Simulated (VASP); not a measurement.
Given:

```xyz
2
Lattice="1.8250 -3.1610 0.0000 1.8250 3.1610 0.0000 0.0000 0.0000 5.7300" Properties=species:S:1:pos:R:3 pbc="T T T"
Y      1.8250     1.0537     1.4325
Y      1.8250    -1.0537     4.2975
```

Method: AM05 GGA, VASP's PBE PAW potentials (set 64) (plane waves; VASP 6.6.1). Numerical set-up: 520 eV cut-off, 10×10×6 Γ-centred mesh, first-order Methfessel-Paxton smearing of 0.10 eV, potentials Y_sv.

Energy and stress use the plane-wave basis of the starting cell.

### Question
The ions, cell shape and volume are relaxed. Predict the relaxed structure.

### Answer

```xyz
2
Lattice="1.8080 -3.1315 0.0000 1.8080 3.1315 0.0000 0.0000 0.0000 5.5716" Properties=species:S:1:pos:R:3 pbc="T T T"
Y      1.8080     1.0438     1.3929
Y      1.8080    -1.0438     4.1787
```
Space group P6_3/mmc (194), at a tolerance of 0.03 Å.

### Question
How do energy and volume change from the first to the last step?

### Answer
The energy (σ→0) changes by -10.4 meV/atom and the volume by -4.6 %, in 5 ionic steps.

```csv
step,E(σ→0) (eV),max force (eV/Å),pressure (GPa),volume (Å³)
1,-13.1861,0.000,-1.87,66.11
2,-13.2056,0.000,0.42,62.49
3,-13.2062,0.000,0.07,62.98
4,-13.2068,0.000,0.03,63.05
5,-13.2069,0.000,-0.01,63.09
```

The compound is Y in the hcp structure. This run relaxes it. Symmetry was kept, so distortions that lower it aren't found.
